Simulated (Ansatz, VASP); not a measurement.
# Te2Mo in two plane-wave programs, part 2 of 2

One calculation is typed for both programs; each brings its own data sets. How far apart do they land? The structure shown is the end of the Ansatz relaxation below.

VASP 6.6.1 and Ansatz 0.2.0.

So far: Starting point; Ansatz: relaxation, PBE with D3(BJ); VASP: single point, PBE with D3(BJ), pair 1; Side by side.

## 5. Ansatz: relaxation, PBE with D3(BJ)

Level of this step: Ansatz beside VASP: Kohn-Sham DFT, plane waves, PBE with D3(BJ) (Ansatz).

This run makes the geometry at which the two programs are then compared. The cell compared in this pair holds 142.14 Å³, against 148.82 Å³ for the pair before.

The structure compared here is the end of the Ansatz relaxation.

The input, input.yaml:

```yaml
crystal:
  lattice:
    - [3.4966187384, 0.0, 0.0]
    - [-1.7483093692, 3.0281606548, 0.0]
    - [0.0, 0.0, 13.7008532749]
  atoms:
    - { symbol: Te, position: [0.3333333333, 0.6666666667, 0.6173830094] }
    - { symbol: Te, position: [0.6666666667, 0.3333333333, 0.1173830094] }
    - { symbol: Te, position: [0.3333333333, 0.6666666667, 0.8826169906] }
    - { symbol: Te, position: [0.6666666667, 0.3333333333, 0.3826169906] }
    - { symbol: Mo, position: [0.3333333333, 0.6666666667, 0.25] }
    - { symbol: Mo, position: [0.6666666667, 0.3333333333, 0.75] }
kpoints:
  mp_grid: { grid: [9, 9, 2] }
scf:
  occupations: { method: fermi_dirac, width: 0.02 }
hamiltonian:
  xc: pbe
  pseudopotentials: { kind: paw, azcp: { folder: soft_1 } }
  dispersion: d3bj
basis:
  ecutwfc: 600
output:
  forces: true
  stress: true
  write_density: true
  write_potential: true
  elf: true
  volumetric_format: npy
relax:
  f_tol: 0.005
  max_steps: 70
  cell: { stress_tol: 0.02, p_target: 1 }
```

Started as:

```sh
$ ansatz run input.yaml --threads 4 --pin off --max-ram 10240MiB --backend cpu --events-out ev --progress --plain --runs-dir out
```

Numbers of over 12 decimals in the logs are rounded to 6 here.

What it wrote:

```text
[...]
Crystal: 6 atoms, lattice volume = 145.069 Å³
Basis set: ecut = 600 eV, 4741 PW (Γ), exchange–correlation on 60×60×240 points (8 copies of the dense FFT grid, shifted against one another)
Bands: 56, of which v1, the nominal top of the filled ones, is band 46 counted from 1 (45 counted from 0)
Symmetry: 24 space group operations
[...]
k-points: 24 of 162
[...]
cell:  # Å, volume = 142.1416 Å³
    - [3.480051, 0, 0.0]
    - [-1.740026, 3.013813, 0.0]
    - [0.0, 0.0, 13.552493]
  atoms:
    - { symbol: Te, position: [0.333333, 0.666667, 0.615765] }
    - { symbol: Te, position: [0.666667, 0.333333, 0.115765] }
    - { symbol: Te, position: [0.333333, 0.666667, 0.884235] }
    - { symbol: Te, position: [0.666667, 0.333333, 0.384235] }
    - { symbol: Mo, position: [0.333333, 0.666667, 0.250000] }
    - { symbol: Mo, position: [0.666667, 0.333333, 0.750000] }
[key lines of the parts left out:]
SCF converged after 8 iterations
Free energy (F): -37837.089007 eV
Fermi energy:    13.787689 eV
P = ⅓ Tr σ = 1.0041 GPa (10.041 kbar)
```

## 6. VASP: single point, PBE with D3(BJ), pair 2

The same cell, functional, mesh and smearing now go to VASP, with its own data sets.

The input, INCAR:

```
SYSTEM = Te2Mo
PREC = Accurate
ENCUT = 500
EDIFF = 1E-06
NELM = 120
ISMEAR = -1
SIGMA = 0.02
LREAL = .FALSE.
ALGO = Normal
GGA = PE
IVDW = 12
NBANDS = 32
LASPH = .TRUE.
LORBIT = 11
LWAVE = .FALSE.
LCHARG = .FALSE.
ISIF = 2
GGA_COMPAT = .FALSE.
EFERMI = MIDGAP
KPAR = 2
```

The input, POSCAR:

```
Te2Mo
1.0
    3.4800514050      0.0000000000      0.0000000000
   -1.7400257025      3.0138129232      0.0000000000
    0.0000000000      0.0000000000     13.5524934049
Te Mo
4 2
Direct
    0.3333333333      0.6666666667      0.6157654035
    0.6666666667      0.3333333333      0.1157654035
    0.3333333333      0.6666666667      0.8842345965
    0.6666666667      0.3333333333      0.3842345965
    0.3333333333      0.6666666667      0.2500000000
    0.6666666667      0.3333333333      0.7500000000
```

The input, KPOINTS:

```
Automatic mesh
0
Gamma
9 9 2
0 0 0
```

Potentials, in the order of the species: Te and Mo_sv (PBE family, release 64).

Started as:

```sh
$ mpirun -np 2 vasp_std
```

What it wrote:

```text
[... set-up lines as in an earlier step ...]
 entering main loop
       N       E                     dE             d eps       ncg     rms          rms(c)
DAV:   1     0.408641897438E+03    0.40864E+03   -0.26916E+04  1744   0.143E+03
DAV:   2    -0.147752995947E+02   -0.42342E+03   -0.41424E+03  1904   0.345E+02
DAV:   3    -0.365671528235E+02   -0.21792E+02   -0.21429E+02  1960   0.676E+01
DAV:   4    -0.370495357131E+02   -0.48238E+00   -0.48116E+00  1872   0.102E+01
[...]
DAV:  15    -0.358300517979E+02    0.17280E-05   -0.15431E-06  1152   0.682E-03    0.316E-02
DAV:  16    -0.358300504770E+02    0.13209E-05   -0.30024E-06  1304   0.774E-03    0.126E-02
DAV:  17    -0.358300502639E+02    0.21307E-06   -0.30244E-07   936   0.275E-03
   1 F= -.39222035E+02 E0= -.39222035E+02  d E =-.166147E-07
```

OUTCAR, selected parts (step 6):

```text
 Edisp (eV)   -3.39198

  Total       0.88082     0.88082     0.95685     0.00000     0.00000     0.00000
  in kB       9.92836     9.92836    10.78536     0.00000     0.00000     0.00000
  external pressure =       10.21 kB  Pullay stress =        0.00 kB

 POSITION                                       TOTAL-FORCE (eV/Angst)
 -----------------------------------------------------------------------------------
     -0.00000      2.00921      8.34516         0.000000      0.000000     -0.018219
      1.74003      1.00460      1.56891        -0.000000      0.000000     -0.018219
     -0.00000      2.00921     11.98358         0.000000      0.000000      0.018219
      1.74003      1.00460      5.20734        -0.000000      0.000000      0.018219
     -0.00000      2.00921      3.38812        -0.000000      0.000000      0.000000
      1.74003      1.00460     10.16437         0.000000     -0.000000      0.000000
 -----------------------------------------------------------------------------------
    total drift:                               -0.000000      0.000000     -0.000000

  FREE ENERGIE OF THE ION-ELECTRON SYSTEM (eV)
  ---------------------------------------------------
  free  energy   TOTEN  =       -39.2220351665 eV

  energy  without entropy=      -39.2220351499  energy(sigma->0) =      -39.22203516

[... 1 part as in an earlier step ...]

[... 2 further parts left out ...]
[key lines of the parts left out:]
E-fermi :   9.2538
```

The run ends at a pressure of 1.02 GPa, with forces up to 0.018 eV/Å.

## 7. Differences

What differs besides the data sets and the points named for the pairs above, as far as they apply: the data sets hold 92 valence electrons in Ansatz (on its PAW soft_1 files) and 52 in VASP. Total energies have different zeros and are not compared.

Compared:

```csv
quantity,Ansatz,VASP,difference
pressure (GPa),1.00,1.02,-0.02
gap on the k mesh (eV),0.612,0.597,+0.015
```

At this near-relaxed geometry the largest component of a force difference is 18 meV/Å. A gap on the mesh is an upper bound, since the band edges may lie between its points.

## 8. Results

```yaml
difference_in_gap_on_the_k_mesh_single_point_pbe_with_d3_bj_pair_1: 0.0061 eV
r_m_s_force_difference_single_point_pbe_with_d3_bj_pair_1: 7.9 meV/Å
difference_in_gap_on_the_k_mesh_single_point_pbe_with_d3_bj_pair_2: 0.015 eV
r_m_s_force_difference_single_point_pbe_with_d3_bj_pair_2: 8.5 meV/Å
```

In words: The r.m.s. force difference is 8.5 meV/Å (single point, PBE with D3(BJ), pair 2), within the 12 meV/Å picked in this series as the mark of a large difference. The data sets hold unlike numbers of valence electrons (92 in Ansatz and 52 in VASP), so part of the differences comes from the potentials. How closely two codes agree says nothing of how well the functional describes the real material.

[Lines on the potential files, build, host, timing and source positions are cut from VASP's logs without a mark.]

[Logs are printed without paths, hosts, clocks, repeated set-up lines and the standing remarks that a program may print on its own settings, such as how far it seeks lower states.]

[Hosts, paths, dates, database ids (printed as entryN), source tags and the programs' standing remarks are cut or masked in the printed files.]
